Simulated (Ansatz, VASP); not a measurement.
## Al9Sn (Al(110)-(2x1)-Sn surface alloy) in two plane-wave programs

One calculation is typed for both programs; each brings its own data sets. How far apart do they land? The cell is taken from a series of runs on this material, whose earlier steps may have relaxed, scaled, displaced or heated it; both programs get it as it stands.

Calculated with Ansatz 0.2.0; plane waves, with VASP 6.6.1 beside it; single point at LDA.

## (1) The structure

The cell holds 10 atoms: 9 Al and 1 Sn. Its edges and angles: a = 4.050 Å, b = 5.728 Å, c = 23.316 Å, α = 90.0°, β = 90.0°, γ = 90.0°. Vacuum lies along c.

## (2) VASP: single point, LDA

With cell and atoms fixed, the geometry can't cause a difference; cores, projectors, grids and the points listed under the comparison can.

Lines of VASP's logs that name or quote its potential files are left out, and so is its time.

INCAR reads:

```
SYSTEM = Al9Sn
PREC = Accurate
ENCUT = 400
EDIFF = 1E-06
NELM = 120
ISMEAR = -1
SIGMA = 0.05
LREAL = .FALSE.
ALGO = Normal
GGA = PW92
NBANDS = 30
LORBIT = 11
LWAVE = .FALSE.
LCHARG = .FALSE.
ISIF = 2
LDIPOL = .TRUE.
IDIPOL = 3
DIPOL = 0.5 0.5 0.485
LVHAR = .TRUE.
LASPH = .TRUE.
GGA_COMPAT = .FALSE.
NELMDL = -8
KPAR = 2
```

POSCAR reads:

```
Al9Sn
1.0
    4.0500000000      0.0000000000      0.0000000000
    0.0000000000      5.7275649276      0.0000000000
    0.0000000000      0.0000000000     23.3155649276
Al Sn
9 1
Direct
    0.0000000000      0.0000000000      0.3645633304
    0.0000000000      0.5000000000      0.3645633304
    0.5000000000      0.2500000000      0.4259768641
    0.5000000000      0.7500000000      0.4259768641
    0.0000000000      0.0000000000      0.4817050468
    0.0000000000      0.5000000000      0.4858349431
    0.5000000000      0.2456217001      0.5437826347
    0.5000000000      0.7543782999      0.5437826347
    0.0000000000      0.0000000000      0.5981923703
    0.0000000000      0.5000000000      0.6140184067
```

KPOINTS reads:

```
Automatic mesh
0
Gamma
16 10 1
0 0 0
```

The projector-augmented-wave data sets are Al and Sn_d (LDA family, release 64).

On the command line:

```bash
mpirun -np 2 vasp_std
```

Numbers of over 12 decimals in the logs are rounded to 6 here.

The log of the run:

```text
[banner, memory and clock lines left out]
running    2 mpi-ranks, on    1 nodes
 distrk:  each k-point on    1 cores,    2 groups
 distr:  one band on    1 cores,    1 groups

 POSCAR found type information on POSCAR AlSn
 POSCAR found :  2 types and      10 ions
|                                                                             |
|               ----> ADVICE to this user running VASP <----                  |
|                                                                             |
|     You enforced a specific xc type in the INCAR file but a different       |
|     [... a line on the potential file left out ...]
|     I HOPE YOU KNOW WHAT YOU ARE DOING!                                     |
|                                                                             |

 LDA part: xc-table for (Slater(with rela. corr.)+PW92), standard interpolation
 POSCAR, INCAR and KPOINTS ok, starting setup
 FFT: planning ... GRIDC
 FFT: planning ... GRID_SOFT
 FFT: planning ... GRID
 WAVECAR not read
 entering main loop
       N       E                     dE             d eps       ncg     rms          rms(c)
DAV:   1     0.161197737890E+03    0.16120E+03   -0.13147E+04  3672   0.828E+02
DAV:   2    -0.291416930204E+02   -0.19034E+03   -0.18591E+03  4128   0.188E+02
DAV:   3    -0.408405714341E+02   -0.11699E+02   -0.11511E+02  3908   0.565E+01
DAV:   4    -0.413476927622E+02   -0.50712E+00   -0.50617E+00  5004   0.137E+01
DAV:   5    -0.413652300100E+02   -0.17537E-01   -0.17536E-01  5454   0.199E+00
DAV:   6    -0.413657677288E+02   -0.53772E-03   -0.53771E-03  5244   0.266E-01
DAV:   7    -0.413658071952E+02   -0.39466E-04   -0.39466E-04  5424   0.581E-02
DAV:   8    -0.413658094416E+02   -0.22464E-05   -0.22466E-05  4978   0.112E-02    0.521E+00
DAV:   9    -0.393350221593E+02    0.20308E+01   -0.83053E+00  3498   0.955E+00    0.299E+00
DAV:  10    -0.393867025604E+02   -0.51680E-01   -0.20911E+00  4136   0.537E+00    0.178E+00
DAV:  11    -0.392207321528E+02    0.16597E+00   -0.23899E+00  3760   0.537E+00    0.133E+00
DAV:  12    -0.390860379751E+02    0.13469E+00   -0.53125E-01  4080   0.268E+00    0.443E-01
DAV:  13    -0.390810457716E+02    0.49922E-02   -0.74891E-02  4048   0.107E+00    0.251E-01
DAV:  14    -0.390790834577E+02    0.19623E-02   -0.77706E-03  4928   0.383E-01    0.211E-01
[...]
DAV:  22    -0.390826771258E+02   -0.71698E-04   -0.87613E-06  3154   0.817E-03    0.333E-03
DAV:  23    -0.390826848334E+02   -0.77077E-05   -0.54961E-07  3032   0.361E-03    0.192E-03
DAV:  24    -0.390826969632E+02   -0.12130E-04   -0.17331E-06  2860   0.581E-03    0.192E-03
DAV:  25    -0.390827017081E+02   -0.47449E-05   -0.30866E-07  2758   0.225E-03    0.162E-03
DAV:  26    -0.390827037561E+02   -0.20480E-05   -0.17486E-07  2736   0.162E-03    0.821E-04
DAV:  27    -0.390827091739E+02   -0.54177E-05   -0.29953E-07  2766   0.220E-03    0.584E-04
DAV:  28    -0.390827109054E+02   -0.17316E-05   -0.59108E-08  2436   0.123E-03    0.264E-04
DAV:  29    -0.390827115289E+02   -0.62340E-06   -0.29461E-08  2382   0.589E-04
   1 F= -.39082712E+02 E0= -.39062657E+02  d E =-.401093E-01
```

Parts of OUTCAR (step 2):

```text
ion  position               nearest neighbor table
   1  0.000  0.000  0.365-   5 2.73   2 2.86   2 2.86   3 2.86   4 2.86   3 2.86   4 2.86
   2  0.000  0.500  0.365-   6 2.83   1 2.86   1 2.86   3 2.86   4 2.86   3 2.86   4 2.86
   3  0.500  0.250  0.426-   7 2.75   5 2.80   5 2.80   6 2.85   6 2.85   4 2.86   4 2.86   1 2.86
                             2 2.86   2 2.86   1 2.86
   4  0.500  0.750  0.426-   8 2.75   5 2.80   5 2.80   6 2.85   6 2.85   3 2.86   3 2.86   1 2.86
                             2 2.86   2 2.86   1 2.86
   5  0.000  0.000  0.482-   9 2.72   1 2.73   4 2.80   3 2.80   3 2.80   4 2.80   8 2.86   7 2.86
                             7 2.86   8 2.86   6 2.87   6 2.87
   6  0.000  0.500  0.486-   2 2.83   7 2.84   8 2.84   7 2.84   8 2.84   3 2.85   4 2.85   3 2.85
                             4 2.85   5 2.87   5 2.87  10 2.99
   7  0.500  0.246  0.544-   3 2.75   9 2.77   9 2.77   8 2.81   6 2.84   6 2.84   5 2.86   5 2.86
                             8 2.91  10 2.98  10 2.98
   8  0.500  0.754  0.544-   4 2.75   9 2.77   9 2.77   7 2.81   6 2.84   6 2.84   5 2.86   5 2.86
                             7 2.91  10 2.98  10 2.98
   9  0.000  0.000  0.598-   5 2.72   7 2.77   8 2.77   7 2.77   8 2.77  10 2.89  10 2.89
  10  0.000  0.500  0.614-   9 2.89   9 2.89   7 2.98   8 2.98   7 2.98   8 2.98   6 2.99

  LATTYP: Found a simple orthorhombic cell.
 ALAT       =     4.0500000000
 B/A-ratio  =     1.4142135624
 C/A-ratio  =     5.7569296118

 Subroutine GETGRP returns: Found  4 space group operations
 (whereof  4 operations were pure point group operations)

The static configuration has the point symmetry C_2v.

 Found     54 irreducible k-points:

   k-points           NKPTS =     54   k-points in BZ     NKDIM =     54   number of bands    NBANDS=     30

   dimension x,y,z NGX =    28 NGY =   40 NGZ =  160
   dimension x,y,z NGXF=    56 NGYF=   80 NGZF=  320

   ENCUT  =  400.0 eV  29.40 Ry    5.42 a.u.   6.60  9.34 38.02*2*pi/ulx,y,z

   NELECT =      41.0000    total number of electrons

 k-points in reciprocal lattice and weights: Automatic mesh
   0.00000000  0.00000000  0.00000000       0.006
   0.06250000  0.00000000  0.00000000       0.013
   0.12500000  0.00000000  0.00000000       0.013
   0.18750000  0.00000000  0.00000000       0.013
   0.25000000  0.00000000  0.00000000       0.013
   0.31250000  0.00000000  0.00000000       0.013
   0.37500000  0.00000000  0.00000000       0.013
   0.43750000  0.00000000  0.00000000       0.013
   0.50000000  0.00000000  0.00000000       0.006
[...]
0.43750000  0.50000000  0.00000000       0.013
   0.50000000  0.50000000  0.00000000       0.006

 dipolmoment           0.000000      0.000000      0.003802 electrons x Angstroem

 average (electrostatic) potential at core
       1 -79.0521       2 -79.1261       3 -78.9747       4 -78.9747       5 -78.8628
       6 -79.0545       7 -79.0311       8 -79.0311       9 -79.0519      10-106.9166

 E-fermi :  -0.2571

 k-point     1 :       0.0000    0.0000    0.0000
  band No.  band energies     occupation
    ...
     15      -2.6775      2.00000
     16      -2.2201      2.00000
     17      -1.4431      2.00000
     18      -1.2800      2.00000
     19      -1.1957      2.00000
     20       0.0283      0.00662
     21       0.4974      0.00000
     22       0.9538      0.00000
     23       1.1535      0.00000
     24       1.3255      0.00000
    ...

 k-point     2 :       0.0625    0.0000    0.0000
  band No.  band energies     occupation
    ...
     15      -2.6497      2.00000
     16      -2.1904      2.00000
     17      -1.6632      2.00000
     18      -1.2706      2.00000
     19      -0.8448      1.99998
     20       0.0685      0.00297
     21       0.6668      0.00000
     22       0.8524      0.00000
     23       0.8981      0.00000
     24       0.9740      0.00000
    ...

 k-point     3 :       0.1250    0.0000    0.0000
  band No.  band energies     occupation
    ...
     14      -3.9447      2.00000
     15      -2.5685      2.00000
     16      -2.4654      2.00000
     17      -2.1018      2.00000
     18      -1.2641      2.00000
     19      -0.1440      0.18872
     20       0.0363      0.00565
     21       0.0557      0.00383
     22       0.2315      0.00011
     23       0.2853      0.00004
    ...

  Total       -3.3621435     -3.6462091     -0.8234816      0.0000000      0.0000000      0.0000000
  in kB       -9.9599199    -10.8014277     -2.4394589      0.0000000      0.0000000      0.0000000
  external PRESSURE =      -7.7336022 kB  Pullay stress =       0.0000000 kB

  energy-cutoff  :      400.00
  volume of cell :      540.84
      direct lattice vectors                 reciprocal lattice vectors
     4.050000000  0.000000000  0.000000000     0.246913580  0.000000000  0.000000000
     0.000000000  5.727564928  0.000000000     0.000000000  0.174594267  0.000000000
     0.000000000  0.000000000 23.315564928     0.000000000  0.000000000  0.042889804

 POSITION                                       TOTAL-FORCE (eV/Angst)
 -----------------------------------------------------------------------------------
      0.00000      0.00000      8.50000         0.000000      0.000000      0.210564
      0.00000      2.86378      8.50000         0.000000      0.000000      0.346644
      2.02500      1.43189      9.93189         0.000000     -0.002901     -0.296719
      2.02500      4.29567      9.93189         0.000000      0.002901     -0.296719
      0.00000      0.00000     11.23123         0.000000      0.000000      0.000633
      0.00000      2.86378     11.32752         0.000000      0.000000      0.013670
      2.02500      1.40681     12.67860        -0.000000      0.040113      0.041110
      2.02500      4.32075     12.67860         0.000000     -0.040113      0.041110
      0.00000      0.00000     13.94719         0.000000      0.000000     -0.057118
      0.00000      2.86378     14.31619         0.000000      0.000000     -0.003176
 -----------------------------------------------------------------------------------
    total drift:                               -0.000000     -0.000000     -0.000139

  FREE ENERGIE OF THE ION-ELECTRON SYSTEM (eV)
  ---------------------------------------------------
  free  energy   TOTEN  =       -39.0827115289 eV

  energy  without entropy=      -39.0426021938  energy(sigma->0) =      -39.06265686

 vacuum level on the upper side and lower side of the slab         3.975         3.945

 total charge
# of ion       s       p       d       tot
------------------------------------------
    1        0.489   0.291   0.000   0.780
    2        0.497   0.281   0.000   0.777
    3        0.446   0.345   0.000   0.791
    4        0.446   0.345   0.000   0.791
    5        0.443   0.368   0.000   0.812
    6        0.442   0.350   0.000   0.792
    7        0.448   0.347   0.000   0.795
    8        0.448   0.347   0.000   0.795
    9        0.494   0.308   0.000   0.802
   10        1.271   1.041   9.978  12.290
--------------------------------------------------
tot          5.424   4.022   9.978  19.424

[... 3 further parts left out ...]
```

[end of part 1 of 2]

[Lines on the potential files, build, host, timing and source positions are cut from VASP's logs without a mark.]

[Logs are printed without paths, hosts, clocks, repeated set-up lines and the standing remarks that a program may print on its own settings, such as how far it seeks lower states.]

[Hosts, paths, dates, database ids (printed as entryN), source tags and the programs' standing remarks are cut or masked in the printed files.]
